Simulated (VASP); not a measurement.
Calculation: PBEsol GGA, VASP's PBE PAW potentials (set 64) (plane waves; VASP).

The input files of a VASP run:

INCAR:
```
SYSTEM = NbSc3N4
PREC = Accurate
ENCUT = 520
EDIFF = 1E-6
NELM = 100
ALGO = Normal
LREAL = .FALSE.
LASPH = .TRUE.
ISMEAR = 1
SIGMA = 0.1
GGA = PS
LMAXMIX = 4
LWAVE = .FALSE.
LCHARG = .FALSE.
IBRION = 2
ISIF = 3
NSW = 60
EDIFFG = -0.02
```

KPOINTS:
```
kpoints
0
gamma
11 11 3
```

File POSCAR:
```
NbSc3N4
1
   -0.0000000000     2.2128838076     2.2128838076
    2.2128838076    -0.0000000000     2.2128838076
    8.8958855513     8.8958855513    -0.0443503207
Sc N Nb
3 4 1
Direct
  0.9997571390   0.9997571390   0.0001821458
  0.0000000000   0.0000000000   0.2500000000
  0.0002428610   0.0002428610   0.4998178542
  0.5018303081   0.5018303081   0.1236272690
  0.4981696919   0.4981696919   0.3763727310
  0.4953010936   0.4953010936   0.6285241798
  0.5046989064   0.5046989064   0.8714758202
  0.0000000000   0.0000000000   0.7500000000
```

POTCAR, in this order: Sc_sv N Nb_sv (PBE.64 set). Program: vasp_std.

Task: Predict the energy per atom (σ→0), volume per atom, band gap (on the k-mesh).

Result: 
```
Property                                                    Result
------------------------  ----------------------------------------
energy per atom (σ→0)                       -969.4 kJ/mol of atoms
band gap (on the k-mesh)  none (metal, semimetal or under 0.01 eV)
volume per atom                                     10.90 Å^3/atom
```

### OSZICAR
```
...
   5 F= -.80378488E+02 E0= -.80378473E+02  d E =-.170570E-03
       N       E                     dE             d eps       ncg     rms          rms(c)
DAV:   1    -0.803785025105E+02   -0.14886E-04   -0.19644E-02  9861   0.129E+00    0.356E-02
DAV:   2    -0.803785564330E+02   -0.53923E-04   -0.73886E-04 10663   0.209E-01    0.292E-02
DAV:   3    -0.803785524619E+02    0.39711E-05   -0.26939E-05 12562   0.498E-02    0.182E-02
DAV:   4    -0.803785507737E+02    0.16882E-05   -0.10145E-05  9936   0.237E-02    0.470E-03
DAV:   5    -0.803785510204E+02   -0.24672E-06   -0.18796E-06  6931   0.140E-02
   6 F= -.80378551E+02 E0= -.80378539E+02  d E =-.629394E-04
```

The structure was generated: NbSc3N4 was put into an ordered model structure (R-3m), which need not be its known phase. This run relaxes it. Symmetry was kept, so distortions that lower it aren't found. The start is the result of an earlier pass.
